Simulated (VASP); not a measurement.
Crystal: C.

```
C
1.0
     2.46100    0.00000    0.00000
    -1.23050    2.13129    0.00000
     0.00000    0.00000    6.70800
C
4
Direct
  0.00000 0.00000 0.25000
  0.33333 0.66667 0.25000
  0.00000 0.00000 0.75000
  0.66667 0.33333 0.75000
```

The cell was built by a generator and needn't be a form met in nature.

Base run:

| Quantity | Value |
| --- | --- |
| Program | VASP 6.6.1 |
| Functional | r2SCAN |
| Potentials or basis | VASP PAW PBE potentials, release 64 (C) |
| Cutoff | 520 eV |
| k mesh | 16 × 16 × 4 |
| Occupations | fermi-dirac, width 0.05 eV |
| Spin | no spin polarisation |

Its results: band gap on the k mesh 0.60 eV, direct; pressure -0.7 GPa.

Q: After a change of settings the same cell gave: band gap on the k mesh 0.59 eV, direct; pressure -1.3 GPa. Which change was it?
A. functional from r2SCAN to PBE; dispersion from none to TS
B. functional from r2SCAN to SCAN
C. dispersion from none to rVV10
D. functional from r2SCAN to SCAN; dispersion from none to rVV10

A: C.

Dispersion adds attraction, which lowers the pressure at fixed volume.

Caveats: the PAW data sets were made with another functional, which shifts forces and pressure a little.
